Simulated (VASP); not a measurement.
Level of theory: AM05 GGA, VASP's PBE PAW potentials (set 64) (plane waves; VASP 6.6.1).

Input for VASP

INCAR:
```
ALGO=Normal
EDIFF=1E-6
EDIFFG=-0.01
ENCUT=520
GGA=AM
IBRION=2
ISIF=3
ISMEAR=1
LASPH=.TRUE.
LCHARG=.FALSE.
LMAXMIX=4
LREAL=.FALSE.
LWAVE=.FALSE.
NELM=100
NSW=60
PREC=Accurate
SIGMA=0.1
SYSTEM=InSb
```

KPOINTS:
```
kpoints
0
Gamma
  9 9 9
```

**POSCAR**
```
InSb
1
   -0.0000000000     3.2722538246     3.2722538246
    3.2722538246    -0.0000000000     3.2722538246
    3.2722538246     3.2722538246    -0.0000000000
In Sb
1 1
Direct
  0.0000000000   0.0000000000   0.0000000000
  0.2500000000   0.2500000000   0.2500000000
```

POTCAR, in this order: In_d Sb (PBE.64 set). Program: vasp_std.

Output

OUTCAR:
```
 ion  position               nearest neighbor table
   1  0.000  0.000  0.000-   2 2.83   2 2.83   2 2.83   2 2.83
   2  0.250  0.250  0.250-   1 2.83   1 2.83   1 2.83   1 2.83
  LATTYP: Found a face centered cubic cell.
 ALAT       =     6.5445076492
 Subroutine PRICEL returns:
 Original cell was already a primitive cell.
 Subroutine GETGRP returns: Found 24 space group operations
The static configuration has the point symmetry T_d .
The dynamic configuration has the point symmetry T_d .
 Subroutine INISYM returns: Found 24 space group operations
 Subroutine IBZKPT returns following result:
 Found     35 irreducible k-points:

 Following reciprocal coordinates:
            Coordinates               Weight
  0.000000  0.000000  0.000000      1.000000
  0.111111  0.000000  0.000000      8.000000
  0.222222  0.000000  0.000000      8.000000
  0.333333  0.000000  0.000000      8.000000
  0.444444  0.000000  0.000000      8.000000
  0.111111  0.111111  0.000000      6.000000
  0.222222  0.111111  0.000000     24.000000
  0.333333  0.111111  0.000000     24.000000
  0.444444  0.111111  0.000000     24.000000
...
```

**OSZICAR**
```
       N       E                     dE             d eps       ncg     rms          rms(c)
DAV:   1     0.113095174251E+03    0.11310E+03   -0.81470E+03   910   0.138E+03
DAV:   2     0.307016610209E+00   -0.11279E+03   -0.11012E+03   960   0.309E+02
DAV:   3    -0.708571065765E+01   -0.73927E+01   -0.73366E+01  1185   0.869E+01
DAV:   4    -0.728194559177E+01   -0.19623E+00   -0.19614E+00  1100   0.169E+01
DAV:   5    -0.729060819832E+01   -0.86626E-02   -0.86624E-02  1314   0.288E+00    0.375E+00
DAV:   6    -0.718334922345E+01    0.10726E+00   -0.19694E-01  1266   0.788E+00    0.215E+00
DAV:   7    -0.716752586664E+01    0.15823E-01   -0.75930E-02  1161   0.308E+00    0.606E-01
DAV:   8    -0.716890739827E+01   -0.13815E-02   -0.89880E-03  1106   0.123E+00    0.261E-01
DAV:   9    -0.716991562318E+01   -0.10082E-02   -0.13572E-03  1030   0.316E-01    0.761E-02
DAV:  10    -0.717002554401E+01   -0.10992E-03   -0.94461E-05  1133   0.702E-02    0.361E-02
DAV:  11    -0.717010879670E+01   -0.83253E-04   -0.17845E-04   945   0.861E-02    0.240E-02
DAV:  12    -0.717010889908E+01   -0.10239E-06   -0.23174E-06  1092   0.108E-02
   1 F= -.71701089E+01 E0= -.71701568E+01  d E =-.717011E+01
       N       E                     dE             d eps       ncg     rms          rms(c)
DAV:   1    -0.717087499582E+01   -0.76620E-03   -0.18954E-02  1130   0.276E+00    0.167E-01
DAV:   2    -0.717023804428E+01    0.63695E-03   -0.14142E-03  1110   0.856E-01    0.607E-02
DAV:   3    -0.717013411920E+01    0.10393E-03   -0.32486E-04  1205   0.366E-01    0.300E-02
DAV:   4    -0.717013253319E+01    0.15860E-05   -0.10659E-05   925   0.326E-02    0.196E-02
DAV:   5    -0.717013170416E+01    0.82903E-06   -0.15382E-06   847   0.126E-02
   2 F= -.71701317E+01 E0= -.71701777E+01  d E =-.228051E-04
```

**OUTCAR**
```
------------------------ aborting loop because EDIFF is reached ----------------------------------------
  FORCE on cell =-STRESS in cart. coord.  units (eV):
  Direction    XX          YY          ZZ          XY          YZ          ZX
  --------------------------------------------------------------------------------------
  Total        0.0103172      0.0103172      0.0103172      0.0000000      0.0000000      0.0000000
  in kB        0.2363875      0.2363875      0.2363875      0.0000000      0.0000000      0.0000000
  external PRESSURE =       0.2363875 kB  Pullay stress =       0.0000000 kB
  volume of cell :       69.93
      direct lattice vectors                 reciprocal lattice vectors
     0.000000000  3.269937186  3.269937186    -0.152908136  0.152908136  0.152908136
     3.269937186  0.000000000  3.269937186     0.152908136 -0.152908136  0.152908136
     3.269937186  3.269937186  0.000000000     0.152908136  0.152908136 -0.152908136
  FREE ENERGIE OF THE ION-ELECTRON SYSTEM (eV)
  ---------------------------------------------------
  free  energy   TOTEN  =        -7.1701317042 eV

  energy  without entropy=       -7.1702697139  energy(sigma->0) =       -7.17017771

 reached required accuracy - stopping structural energy minimisation
```
(Selected blocks of OUTCAR.)

File CONTCAR:
```
InSb
   1.00000000000000
     0.0000000000000000    3.2699371862965489    3.2699371862965489
     3.2699371862965489    0.0000000000000000    3.2699371862965489
     3.2699371862965489    3.2699371862965489    0.0000000000000000
  In              Sb
     1     1
Direct
     1.0000000000000000    1.0000000000000000    1.0000000000000000
     0.2500000000000000    0.2500000000000000    0.2500000000000000
```

The compound is InSb in the zinc blende structure. This run relaxes it. Symmetry was kept, so distortions that lower it aren't found. The start is the result of an earlier pass.
